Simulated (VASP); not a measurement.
Data:

```
KCl
1.0
    0.00000     3.19198     3.19198
    3.19198     0.00000     3.19198
    3.19198     3.19198     0.00000
K Cl
1 1
Cartesian
  0.00000   0.00000   0.00000
  3.19198   3.19198   3.19198
```

Computed with PBE GGA, VASP's PBE PAW potentials (set 64) (plane waves; VASP). Run with 480 eV cut-off, 8×8×8 Γ-centred mesh, Gaussian smearing of 0.050 eV, potentials K_sv Cl.

Each relaxation starts from this cell; other phases were not tried.

Question: The cell is relaxed at 1 GPa. What happens?

Answer: The volume per atom goes from 32.52 to 30.86 Å³ (-5.1 %), and the cell becomes a = b = c = 6.2733 Å, α = β = γ = 90.00°, space group Fm-3m. The gap on the mesh goes from 5.04 to 5.22 eV.

Question: The cell is relaxed at 15 GPa. What happens?

Answer: The volume per atom goes from 32.52 to 22.43 Å³ (-31.0 %), and the cell becomes a = b = c = 5.640 Å, α = β = γ = 90.00°, space group Fm-3m. The gap on the mesh goes from 5.04 to 5.96 eV.

Failed runs are left out, and for metals the shear rows, which the mesh's noise covers.

The compound is KCl in the rock salt structure.
